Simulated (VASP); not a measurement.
The system is Ca3ZrN3.

```xyz
14
Lattice="7.2900 0.0000 0.0000 -3.6450 6.3133 0.0000 0.0000 0.0000 4.9600" Properties=species:S:1:pos:R:3 pbc="T T T"
Ca    2.0048    4.6087    3.7200
Ca   -0.6561    2.2728    3.7200
Ca   -1.3487    5.7451    3.7200
Ca    1.6402    1.7046    1.2400
Ca    4.9937    0.5682    1.2400
Ca    4.3011    4.0405    1.2400
Zr    3.6450    2.1044    3.7200
Zr    0.0000    4.2089    1.2400
N     1.6439    1.9887    3.7200
N     4.7458    0.4293    3.7200
N     4.5453    3.8953    3.7200
N    -0.9003    2.4180    1.2400
N     2.0011    4.3246    1.2400
N    -1.1008    5.8840    1.2400
```

The cell was built by a generator and needn't be a form met in nature.

```yaml
Program: VASP 6.6.1
Task: relaxation of cell and atoms
Functional: PBE
Potentials_or_basis: VASP PAW PBE potentials, release 64 (Ca_sv, Zr_sv, N)
Cutoff: 520 eV
k_mesh: 2 × 2 × 3
Occupations: gaussian, width 0.15 eV
Spin: no spin polarisation
```

At the start: pressure 11.8 GPa; volume 16.31 Å³/atom.

Problem. Where does the relaxation end?

Solution. Over 22 steps the energy falls by 161.6 meV/atom and the volume is 19.32 Å³/atom (+18.5 %); space group P6_3/m (No. 176, to 0.05 Å).

The path:
| step | energy change (eV) | largest force (eV/Å) | pressure (GPa) | volume (Å³) |
| --- | --- | --- | --- | --- |
| 1 | 0.0000 | 0.9682 | 11.75 | 228.28 |
| 2 | -0.5094 | 1.6365 | -6.41 | 270.05 |
| 3 | -0.9383 | 1.0095 | -0.36 | 251.86 |
| 4 | -1.2028 | 0.5242 | -0.53 | 255.81 |
| 5 | -1.2578 | 0.5729 | -0.47 | 258.61 |
| 6 | -1.4120 | 0.4891 | -0.59 | 258.42 |
| 7 | -1.6621 | 0.3501 | -0.38 | 257.65 |
| 8 | -1.6670 | 0.3798 | -0.22 | 257.45 |
| 9 | -1.7540 | 0.5037 | 1.74 | 255.85 |
| 10 | -1.7549 | 0.5186 | 1.96 | 255.69 |
| 11 | -1.8433 | 0.4911 | 1.10 | 259.17 |
| 12 | -1.9481 | 0.4447 | -0.55 | 265.99 |
| 13 | -1.9007 | 0.4363 | -3.49 | 279.98 |
| 14 | -1.9718 | 0.4301 | -1.55 | 270.64 |
| 15 | -2.0640 | 0.3669 | -0.66 | 269.44 |
| 16 | -2.1343 | 0.4115 | 0.88 | 267.35 |
| 17 | -2.1982 | 0.2485 | -0.59 | 270.53 |
| 18 | -2.1982 | 0.2444 | -0.61 | 270.58 |
| 19 | -2.2422 | 0.1851 | -0.16 | 269.71 |
| 20 | -2.2452 | 0.1589 | 0.59 | 268.57 |
| 21 | -2.2524 | 0.1478 | 0.25 | 269.03 |
| 22 | -2.2622 | 0.0712 | 0.06 | 270.49 |

Final structure:
```
Ca Zr N
1.0
     7.89783    0.00000    0.00000
    -3.94891    6.83972    0.00000
     0.00000    0.00000    5.00736
Ca Zr N
6 2 6
Direct
  0.67184 0.79781 0.75000
  0.12597 0.32816 0.75000
  0.20219 0.87403 0.75000
  0.32816 0.20219 0.25000
  0.79781 0.12597 0.25000
  0.87403 0.67184 0.25000
  0.66667 0.33333 0.75000
  0.33333 0.66667 0.25000
  0.36981 0.22366 0.75000
  0.77634 0.14616 0.75000
  0.85384 0.63019 0.75000
  0.14616 0.36981 0.25000
  0.63019 0.77634 0.25000
  0.22366 0.85384 0.25000
```

Caveat: the k mesh is coarse (spacing up to 0.50 Å⁻¹), so the values aren't converged; the volume moved by over 15 % at a fixed basis, so the end points are rough; the relaxation stopped at a loose force limit of 0.08 eV/Å, so its end isn't a converged minimum.
